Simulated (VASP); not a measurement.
**BP: a GW gap and what it depends on**

Aim: test the GW correction to the gap of BP. The starting structure is a measured crystal structure from the Crystallography Open Database. Cell and atoms stay as given.

Main program and level: VASP 6.6.1; GW on LDA orbitals, with plane waves and PAW data sets made for GW.

**1. The starting structure**

Symmetry: F-43m, No. 216, cubic system. The conventional cell has a = 4.538 Å, b = 4.538 Å, c = 4.538 Å, α = 90.00°, β = 90.00°, γ = 90.00°. P has 4 B at 1.97 Å nearest. Nearest to B lie 4 P at 1.97 Å. Farther neighbours are not listed.

As a file:

```xyz
2
Lattice="0.0000 2.2690 2.2690 2.2690 0.0000 2.2690 2.2690 2.2690 0.0000" Properties=species:S:1:pos:R:3 pbc="T T T"
P     3.4035    3.4035    3.4035
B     0.0000    0.0000    0.0000
```

**2. G0W0 (response cutoff 100 eV, 4×4×4 mesh)**

It reads the orbitals and their derivatives (WAVECAR and WAVEDER) of a run with the empty bands, which follows a ground-state run; neither is shown.

INCAR reads:

```
SYSTEM = BP
PREC = Accurate
ENCUT = 340
ISMEAR = 0
SIGMA = 0.01
LREAL = .FALSE.
GGA = CA
NBANDS = 56
ALGO = EVGW0
NELMGW = 1
ENCUTGW = 100
NOMEGA = 40
PRECFOCK = Fast
NBANDSGW = 16
LWAVE = .FALSE.
LCHARG = .FALSE.
```

POSCAR reads:

```
BP
1.0
    0.0000000000      2.2690000000      2.2690000000
    2.2690000000      0.0000000000      2.2690000000
    2.2690000000      2.2690000000      0.0000000000
P B
1 1
Direct
    0.7500000000      0.7500000000      0.7500000000
    0.0000000000      0.0000000000      0.0000000000
```

KPOINTS reads:

```
Automatic mesh
0
Gamma
4 4 4
0 0 0
```

PAW data sets: P_GW and B_GW (LDA family, release 64).

Run with:

```
> mpirun -np 8 vasp_std
```

What it wrote:

```text
[banner, memory and clock lines left out]
running    8 mpi-ranks, on    1 nodes
 distrk:  each k-point on    8 cores,    1 groups
 distr:  one band on    1 cores,    8 groups

 POSCAR found type information on POSCAR P B
 POSCAR found :  2 types and       2 ions
|                                                                             |
|           W    W    AA    RRRRR   N    N  II  N    N   GGGG   !!!           |
|           W    W   A  A   R    R  NN   N  II  NN   N  G    G  !!!           |
|           W    W  A    A  R    R  N N  N  II  N N  N  G       !!!           |
|           W WW W  AAAAAA  RRRRR   N  N N  II  N  N N  G  GGG   !            |
|           WW  WW  A    A  R   R   N   NN  II  N   NN  G    G                |
|           W    W  A    A  R    R  N    N  II  N    N   GGGG   !!!           |
|                                                                             |
|     For optimal performance we recommend to set                             |
|       NCORE = 2 up to number-of-cores-per-socket                            |
|     NCORE specifies how many cores store one orbital (NPAR=cpu/NCORE).      |
|     This setting can greatly improve the performance of VASP for DFT.       |
|     The default, NCORE=1 might be grossly inefficient on modern             |
|     multi-core architectures or massively parallel machines. Do your        |
|     Unfortunately you need to use the default for GW and RPA                |
|     calculations (for HF NCORE is supported but not extensively tested      |
|     yet).                                                                   |
|                                                                             |

|                                                                             |
|           W    W    AA    RRRRR   N    N  II  N    N   GGGG   !!!           |
|           W    W   A  A   R    R  NN   N  II  NN   N  G    G  !!!           |
|           W    W  A    A  R    R  N N  N  II  N N  N  G       !!!           |
|           W WW W  AAAAAA  RRRRR   N  N N  II  N  N N  G  GGG   !            |
|           WW  WW  A    A  R   R   N   NN  II  N   NN  G    G                |
|           W    W  A    A  R    R  N    N  II  N    N   GGGG   !!!           |
|                                                                             |
|     The default for ENCUTGWSOFT is different in this version of VASP.       |
|     please manually set ENCUTGWSOFT =100 in the INCAR file.                 |
|                                                                             |

 LDA part: xc-table for (Slater(with rela. corr.)+CA(PZ))
 , standard interpolation
 found WAVECAR, reading the header
 POSCAR, INCAR and KPOINTS ok, starting setup
 FFT: planning ... GRIDC
 FFT: planning ... GRID_SOFT
 FFT: planning ... GRID
 reading WAVECAR
 the WAVECAR file was read successfully
 initial charge from wavefunction
 available memory per node:     56.09 GB, setting MAXMEM to     57438

 The Fermi energy was updated, please check that it is located mid-gap
 values below the HOMO (VB) or above the LUMO (CB) will cause erroneous energies
 E-fermi :   7.7273

 calculate exact exchange contribution
 the WAVEDER file was read successfully
energies w=
    0.000    0.000    0.554    0.000    1.105    0.000    1.649    0.000
    2.185    0.000    2.710    0.000    3.223    0.000    3.725    0.000
    4.215    0.000    4.696    0.000    5.168    0.000    5.634    0.000
    6.096    0.000    6.556    0.000    7.017    0.000    7.482    0.000
    7.954    0.000    8.437    0.000    8.935    0.000    9.454    0.000
    9.998    0.000   10.573    0.000   11.188    0.000   11.852    0.000
   12.578    0.000   13.380    0.000   14.277    0.000   15.295    0.000
   16.468    0.000   17.844    0.000   19.489    0.000   21.501    0.000
   24.028    0.000   27.305    0.000   31.732    0.000   38.043    0.000
   47.749    0.000   64.536    0.000  100.378    0.000  228.799    0.000
 responsefunction array rank=      64
 LDA part: xc-table for (Slater(with rela. corr.)+CA(PZ))
 , standard interpolation

 min. memory requirement per mpi rank     47.2 MB, per node    377.7 MB

 allocating   5 responsefunctions rank=    64
 shmem allocating  40 responsefunctions rank=    64
 response function shared by NCSHMEM nodes    1
 Doing            5  frequencies on each core in blocks of           40
NQ=   1    0.0000    0.0000    0.0000,
|.........|.........|.........|.........|.........|.........|.........|.........
 performed         40000 updates of chi_q(r,r)
 total number of BLAS operations          1.14 Gflops
NQ=   2    0.2500    0.0000    0.0000,
|.........|.........|.........|.........|.........|.........|.........|.........
 performed        131000 updates of chi_q(r,r)
 total number of BLAS operations          3.59 Gflops
NQ=   3    0.5000    0.0000    0.0000,
|.........|.........|.........|.........|.........|.........|.........|.........
 performed        207000 updates of chi_q(r,r)
 total number of BLAS operations          5.25 Gflops
NQ=   4    0.2500    0.2500    0.0000,
|.........|.........|.........|.........|.........|.........|.........|.........
 performed        298000 updates of chi_q(r,r)
 total number of BLAS operations          7.23 Gflops
NQ=   5    0.5000    0.2500    0.0000,
|.........|.........|.........|.........|.........|.........|.........|.........
 performed        428000 updates of chi_q(r,r)
 total number of BLAS operations         10.16 Gflops
NQ=   6   -0.2500    0.2500    0.0000,
|.........|.........|.........|.........|.........|.........|.........|.........
 performed        544000 updates of chi_q(r,r)
 total number of BLAS operations         13.18 Gflops
NQ=   7    0.5000    0.5000    0.0000,
|.........|.........|.........|.........|.........|.........|.........|.........
 performed        610000 updates of chi_q(r,r)
 total number of BLAS operations         14.40 Gflops
NQ=   8   -0.2500    0.5000    0.2500,
|.........|.........|.........|.........|.........|.........|.........|.........
 performed        697000 updates of chi_q(r,r)
 total number of BLAS operations         16.59 Gflops
 resolving degeneracies of screened two electron integrals

 calculate QP shifts <psi_nk| G(iteration)W_0 |psi_nk>: iteration 1
 entering main loop
```

Elapsed: 4 s, on 8 MPI ranks of Intel Xeon Platinum 8259CL at 2.50GHz (Skylake/Cascade Lake), shared host; peak memory 0.88 GiB.

Lines that name or quote the potential files are left out of all logs, and their timing lines are given in words.

From OUTCAR (step 2):

```text
ion  position               nearest neighbor table
   1  0.750  0.750  0.750-   2 1.97   2 1.97   2 1.97   2 1.97
   2  0.000  0.000  0.000-   1 1.97   1 1.97   1 1.97   1 1.97

  LATTYP: Found a face centered cubic cell.
 ALAT       =     4.5380000000

 Subroutine GETGRP returns: Found 24 space group operations
 (whereof 24 operations were pure point group operations)

The static configuration has the point symmetry T_d .

 Found      8 irreducible k-points:

   k-points           NKPTS =      8   k-points in BZ     NKDIM =     64   number of bands    NBANDS=     56

   dimension x,y,z NGX =    20 NGY =   20 NGZ =   20
   dimension x,y,z NGXF=    40 NGYF=   40 NGZF=   40

   ENCUT  =  340.0 eV  24.99 Ry    5.00 a.u.   4.82  4.82  4.82*2*pi/ulx,y,z

   NELECT =       8.0000    total number of electrons

  energy-cutoff  :      340.00
  volume of cell :       23.36
      direct lattice vectors                 reciprocal lattice vectors
     0.000000000  2.269000000  2.269000000    -0.220361393  0.220361393  0.220361393
     2.269000000  0.000000000  2.269000000     0.220361393 -0.220361393  0.220361393
     2.269000000  2.269000000  0.000000000     0.220361393  0.220361393 -0.220361393

 k-points in reciprocal lattice and weights: Automatic mesh
   0.00000000  0.00000000  0.00000000       0.016
   0.25000000  0.00000000  0.00000000       0.125
   0.50000000  0.00000000  0.00000000       0.062
   0.25000000  0.25000000  0.00000000       0.094
   0.50000000  0.25000000  0.00000000       0.375
  -0.25000000  0.25000000  0.00000000       0.188
   0.50000000  0.50000000  0.00000000       0.047
  -0.25000000  0.50000000  0.25000000       0.094

 E-fermi :   7.7273

 QP shifts <psi_nk| G(iteration)W_0 |psi_nk>: iteration 1
 for sc-GW calculations column KS-energies equals QP-energies in previous step
 and V_xc(KS)=  KS-energies - (<T + V_ion + V_H > + <T+V_H+V_ion>^1  + <V_x>^1)
 k-point   1 :       0.0000    0.0000    0.0000
  band No.  KS-energies  QP-energies   sigma(KS)   V_xc(KS)     V^pw_x(r,r')   Z            occupation Imag(sigma)
      1      -8.3168      -8.9572     -13.0400     -12.1480     -20.4191       0.7180       2.0000       1.4888
      2       7.0927       6.9561     -13.6549     -13.4813     -15.1993       0.7869       2.0000       0.0914
      3       7.0927       6.9561     -13.6549     -13.4813     -15.1993       0.7869       2.0000       0.0914
      4       7.0927       6.9561     -13.6549     -13.4813     -15.1993       0.7869       2.0000       0.0914
      5      10.4497      11.1434     -11.4161     -12.2994      -6.9596       0.7853       0.0000      -0.1021
      6      10.4497      11.1434     -11.4161     -12.2994      -6.9596       0.7853       0.0000      -0.1021
      7      10.4497      11.1434     -11.4161     -12.2994      -6.9596       0.7853       0.0000      -0.1021
      8      14.4589      15.1472     -11.9681     -12.8734      -6.0501       0.7602       0.0000      -0.2215
    ...

 k-point   2 :       0.2500    0.0000    0.0000
  band No.  KS-energies  QP-energies   sigma(KS)   V_xc(KS)     V^pw_x(r,r')   Z            occupation Imag(sigma)
      1      -7.2109      -7.8192     -13.0915     -12.2499     -20.0919       0.7229       2.0000       1.2972
      2       2.2615       1.8403     -13.1282     -12.5707     -16.1267       0.7555       2.0000       0.1852
      3       5.9790       5.7776     -13.4927     -13.2339     -15.3070       0.7785       2.0000       0.0999
      4       5.9790       5.7776     -13.4927     -13.2339     -15.3070       0.7785       2.0000       0.0999
      5      11.0523      11.6778     -11.5164     -12.3176      -6.8171       0.7808       0.0000      -0.1091
      6      11.7991      12.5413     -11.3916     -12.3451      -6.5633       0.7784       0.0000      -0.1227
      7      11.7991      12.5413     -11.3916     -12.3451      -6.5633       0.7784       0.0000      -0.1227
      8      16.5775      17.3188     -11.2858     -12.2691      -4.9125       0.7538       0.0000      -0.3256
    ...

 k-point   3 :       0.5000    0.0000    0.0000
  band No.  KS-energies  QP-energies   sigma(KS)   V_xc(KS)     V^pw_x(r,r')   Z            occupation Imag(sigma)
      1      -4.9784      -5.5007     -13.4192     -12.6952     -19.6661       0.7216       2.0000       0.9451
      2      -1.9366      -2.4951     -12.6579     -11.8915     -17.3942       0.7287       2.0000       0.4840
      3       5.3422       5.0846     -13.5402     -13.2081     -15.6521       0.7758       2.0000       0.1099
      4       5.3422       5.0846     -13.5402     -13.2081     -15.6521       0.7758       2.0000       0.1099
      5      10.8500      11.4274     -11.5291     -12.2695      -6.7762       0.7799       0.0000      -0.1100
      6      11.7362      12.4324     -10.9262     -11.8164      -6.0556       0.7821       0.0000      -0.1257
      7      11.7362      12.4324     -10.9262     -11.8164      -6.0556       0.7821       0.0000      -0.1257
      8      16.9926      17.5266      -9.8263     -10.5270      -3.4410       0.7621       0.0000      -0.3563
    ...

 k-point   4 :       0.2500    0.2500    0.0000
  band No.  KS-energies  QP-energies   sigma(KS)   V_xc(KS)     V^pw_x(r,r')   Z            occupation Imag(sigma)
      1      -6.8358      -7.4279     -13.0979     -12.2782     -19.9682       0.7223       2.0000       1.2315
      2       3.4502       3.0470     -13.7241     -13.1953     -16.4666       0.7624       2.0000       0.1590
      3       4.3578       4.0531     -13.2255     -12.8299     -15.5096       0.7703       2.0000       0.1205
      4       4.3578       4.0531     -13.2255     -12.8299     -15.5096       0.7703       2.0000       0.1205
      5       8.8313       9.3655     -10.8796     -11.5536      -6.6799       0.7926       0.0000      -0.0858
      6      11.9292      12.4731     -10.1833     -10.8737      -5.1758       0.7879       0.0000      -0.1367
      7      14.7319      15.6079     -11.8031     -12.9507      -6.1703       0.7632       0.0000      -0.2098
      8      14.7319      15.6079     -11.8031     -12.9507      -6.1703       0.7632       0.0000      -0.2098
    ...

[... 4 further parts left out ...]
```

G0W0 (response cutoff 100 eV, 4×4×4 mesh): the quasiparticle gap on this mesh is 1.810 eV, +0.541 eV from the LDA gap on the same points, with 56 bands.

**3. G0W0 (response cutoff 160 eV, 4×4×4 mesh)**

It reads the orbitals and their derivatives (WAVECAR and WAVEDER) of a run with the empty bands, which follows a ground-state run; neither is shown.

INCAR, as its differences from that of step 2:

```diff
@@ -7,6 +7,6 @@
 GGA = CA
-NBANDS = 56
+NBANDS = 112
 ALGO = EVGW0
 NELMGW = 1
-ENCUTGW = 100
+ENCUTGW = 160
 NOMEGA = 40
```

POSCAR is that of step 2.

KPOINTS is that of step 2.

Run with:

```
> mpirun -np 8 vasp_std
```

What it wrote:

```text
[banner, memory and clock lines left out]
running    8 mpi-ranks, on    1 nodes
[...]
[... a notice as in an earlier step ...]

|                                                                             |
|           W    W    AA    RRRRR   N    N  II  N    N   GGGG   !!!           |
|           W    W   A  A   R    R  NN   N  II  NN   N  G    G  !!!           |
|           W    W  A    A  R    R  N N  N  II  N N  N  G       !!!           |
|           W WW W  AAAAAA  RRRRR   N  N N  II  N  N N  G  GGG   !            |
|           WW  WW  A    A  R   R   N   NN  II  N   NN  G    G                |
|           W    W  A    A  R    R  N    N  II  N    N   GGGG   !!!           |
|                                                                             |
|     The default for ENCUTGWSOFT is different in this version of VASP.       |
|     please manually set ENCUTGWSOFT =160 in the INCAR file.                 |
|                                                                             |

[...]
total number of BLAS operations         39.98 Gflops
NQ=   4    0.2500    0.2500    0.0000,
|.........|.........|.........|.........|.........|.........|.........|.........
 performed        606000 updates of chi_q(r,r)
 total number of BLAS operations         55.03 Gflops
NQ=   5    0.5000    0.2500    0.0000,
|.........|.........|.........|.........|.........|.........|.........|.........
 performed        869000 updates of chi_q(r,r)
 total number of BLAS operations         79.58 Gflops
NQ=   6   -0.2500    0.2500    0.0000,
|.........|.........|.........|.........|.........|.........|.........|.........
 performed       1103000 updates of chi_q(r,r)
 total number of BLAS operations        101.06 Gflops
NQ=   7    0.5000    0.5000    0.0000,
|.........|.........|.........|.........|.........|.........|.........|.........
 performed       1237000 updates of chi_q(r,r)
 total number of BLAS operations        113.58 Gflops
NQ=   8   -0.2500    0.5000    0.2500,
|.........|.........|.........|.........|.........|.........|.........|.........
 performed       1414000 updates of chi_q(r,r)
 total number of BLAS operations        130.11 Gflops
 resolving degeneracies of screened two electron integrals

 calculate QP shifts <psi_nk| G(iteration)W_0 |psi_nk>: iteration 1
 entering main loop
[key lines of the parts left out:]
E-fermi :   7.7273
```

It took 5.8 s on 8 MPI ranks; peak memory 1 GiB; 42 s of CPU time.

From OUTCAR (step 3):

```text
 QP shifts <psi_nk| G(iteration)W_0 |psi_nk>: iteration 1
 for sc-GW calculations column KS-energies equals QP-energies in previous step
 and V_xc(KS)=  KS-energies - (<T + V_ion + V_H > + <T+V_H+V_ion>^1  + <V_x>^1)
 k-point   1 :       0.0000    0.0000    0.0000
  band No.  KS-energies  QP-energies   sigma(KS)   V_xc(KS)     V^pw_x(r,r')   Z            occupation Imag(sigma)
      1      -8.3168      -9.1361     -13.2843     -12.1480     -20.4191       0.7211       2.0000       1.4589
      2       7.0927       6.6788     -14.0087     -13.4813     -15.1993       0.7850       2.0000       0.0883
      3       7.0927       6.6788     -14.0087     -13.4813     -15.1993       0.7850       2.0000       0.0883
      4       7.0927       6.6788     -14.0087     -13.4813     -15.1993       0.7850       2.0000       0.0883
      5      10.4497      10.9496     -11.6608     -12.2994      -6.9596       0.7828       0.0000      -0.0958
      6      10.4497      10.9496     -11.6608     -12.2994      -6.9596       0.7828       0.0000      -0.0958
      7      10.4497      10.9496     -11.6608     -12.2994      -6.9596       0.7828       0.0000      -0.0958
      8      14.4589      14.8975     -12.2945     -12.8734      -6.0501       0.7576       0.0000      -0.2031
    ...

[... 1 part as in an earlier step ...]

[... 2 further parts left out ...]
[key lines of the parts left out:]
E-fermi :   7.7273
```

G0W0 (response cutoff 160 eV, 4×4×4 mesh): the quasiparticle gap on this mesh is 1.933 eV, +0.664 eV from the LDA gap on the same points, with 112 bands.

(Part 1 of 3 ends here.)

[Lines on the potential files, build, host, timing and source positions are cut from VASP's logs without a mark.]

[Logs are printed without paths, hosts, clocks, repeated set-up lines and the standing remarks that a program may print on its own settings, such as how far it seeks lower states.]

[Hosts, paths, dates, database ids (printed as entryN), source tags and the programs' standing remarks are cut or masked in the printed files.]
